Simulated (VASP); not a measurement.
Given:

```
CELL_PARAMETERS angstrom
      0.00000     2.57758     2.57758
      2.57758     0.00000     2.57758
      2.57758     2.57758     0.00000
ATOMIC_POSITIONS crystal
  O  0.25000 0.25000 0.25000
  Hg 0.00000 0.00000 0.00000
```

These are LDA (Ceperley-Alder, Perdew-Zunger) with spin-orbit coupling, VASP's LDA PAW potentials (set 64) (plane waves; VASP) values and carry that method's errors. Settings: 520 eV cut-off, 11×11×11 Γ-centred mesh, Gaussian smearing of 0.050 eV, potentials O Hg.

**Question.** Give the energies of bands 9 to 22 at the high-symmetry points, in eV from the valence-band maximum.

**Answer.** 
```
band      Γ      X      U      L      W
----  -----  -----  -----  -----  -----
9     -4.85  -4.77  -4.83  -5.30  -4.95
10    -4.85  -4.77  -4.47  -5.30  -4.74
11    -4.85  -4.19  -4.36  -4.40  -4.39
12    -4.85  -4.19  -4.27  -4.40  -3.93
13    -2.00  -3.41  -4.05  -3.98  -3.85
14    -2.00  -3.41  -3.91  -3.98  -3.59
15    -0.07  -2.10  -2.59  -0.95  -2.98
16    -0.07  -2.10  -2.16  -0.95  -2.74
17    -0.07  -2.08  -1.64  -0.68  -1.88
18    -0.07  -2.08  -1.49  -0.68  -1.34
19     0.23   4.50   4.53   2.34   4.72
20     0.23   4.50   4.54   2.34   4.73
21     9.96   4.81   5.67   5.45   6.15
22     9.96   4.81   5.70   5.45   6.43
```

The gap is indirect, 0.19 eV, from the valence maximum at (-0.09, 0.09, 0.00) to the conduction minimum at (0.09, 0.00, 0.00).

The structure was generated: HgO was put into the zincblende type (F-43m), which need not be its known phase. It was relaxed first, which changed the volume by +14 %.
